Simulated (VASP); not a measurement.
Consider the following.

```
CELL_PARAMETERS angstrom
      5.14192     0.00000     0.00000
      0.00000     5.14192     0.00000
      0.00000     0.00000     5.14192
ATOMIC_POSITIONS crystal
  Nb 0.25000 0.00000 0.50000
  Nb 0.50000 0.25000 0.00000
  Nb 0.50000 0.75000 0.00000
  Nb 0.75000 0.00000 0.50000
  Nb 0.00000 0.50000 0.75000
  Nb 0.00000 0.50000 0.25000
  Sn 0.50000 0.50000 0.50000
  Sn 0.00000 0.00000 0.00000
```

Method: PBE GGA, VASP's PBE PAW potentials (set 64) (plane waves; VASP 6.6.1). Settings: 500 eV cut-off, 6×6×6 Γ-centred mesh, first-order Methfessel-Paxton smearing of 0.10 eV, potentials Nb_sv Sn_d.

Unless said otherwise, spin-orbit coupling is left out, though it shifts the bands of the heavy elements here.

Problem. Estimate the energy per atom (σ→0), pressure, band gap (on the k-mesh) with the smallest direct gap where there is one.

Solution. 
```
Property                                                     Value
------------------------  ----------------------------------------
band gap (on the k-mesh)  none (metal, semimetal or under 0.01 eV)
energy per atom (σ→0)                               -8.692 eV/atom
pressure                                                 19.96 GPa
```

Only differences to runs with the same potentials and settings are physical.

The compound is Nb3Sn in the A15 structure. It was relaxed first under an external pressure of 20 GPa.
